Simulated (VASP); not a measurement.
KMgF$_{3}$ (cubic perovskite), at 1.04 of the tabulated volume:

```
CELL_PARAMETERS angstrom
      4.04251     0.00000     0.00000
      0.00000     4.04251     0.00000
      0.00000     0.00000     4.04251
ATOMIC_POSITIONS crystal
  K  0.00000 0.00000 0.00000
  Mg 0.50000 0.50000 0.50000
  F  0.50000 0.00000 0.50000
  F  0.00000 0.50000 0.50000
  F  0.50000 0.50000 0.00000
```

The lowest empty band near Γ, direction [110], from mBJ (TB09) with spin-orbit coupling in VASP (PAW); its two spin partners are averaged. The gap over the points computed is 10.47 eV, and the next band on that side lies 1.91 eV away at the edge.

Numerical set-up: 520 eV cut-off, 6×6×6 Γ-centred mesh, Gaussian smearing of 0.050 eV, potentials K_sv Mg F.

```json
[
 {"distance from the edge in k (1/Å)": "0.025", "distance in energy (meV)": "3.9"},
 {"distance from the edge in k (1/Å)": "0.035", "distance in energy (meV)": "7.7"},
 {"distance from the edge in k (1/Å)": "0.050", "distance in energy (meV)": "15.8"},
 {"distance from the edge in k (1/Å)": "0.070", "distance in energy (meV)": "31.1"}
]
```

Problem. Fit E(1 + αE) = ħ²k²/2m* (ħ²/2m0 = 3.810 eV Å²) and predict the row at 0.095 1/Å.

Solution. The rows don't resolve α, so a parabola serves: the electron mass is m* = 0.601 m0, and so 57.2 meV. The run gave 57.1 meV, -0.1 meV from the fit.

Left out are points under 3 meV from the edge, since the levels carry 0.1 meV, and points farther than half the way to the next band.

The compound is KMgF3 in the cubic perovskite structure. The cell was not relaxed at this level.
